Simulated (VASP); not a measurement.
Data:

```
CELL_PARAMETERS angstrom
      0.00000     2.89827     2.89827
      2.89827     0.00000     2.89827
      2.89827     2.89827     0.00000
ATOMIC_POSITIONS crystal
  Zn 0.00000 0.00000 0.00000
  Se 0.25000 0.25000 0.25000
```

All values below come from PBE GGA, VASP's PBE PAW potentials (set 64) (plane waves; VASP). Settings: 520 eV cut-off, 8×8×8 Γ-centred mesh, Gaussian smearing of 0.050 eV, potentials Zn Se.

Predict the energy per atom (σ→0), pressure, band gap (on the k-mesh) with the smallest direct gap where there is one.

```json
{
  "band gap (on the k-mesh)": "1.03 eV",
  "smallest direct gap (on the k-mesh)": "1.03 eV",
  "energy per atom (σ→0)": "-3.013 eV/atom",
  "pressure": "-1.57 GPa"
}
```

Only differences to runs with the same potentials and settings are physical.

The compound is ZnSe in the zinc blende structure. This cell is one point of a volume scan, at 1.03 of the reference volume.
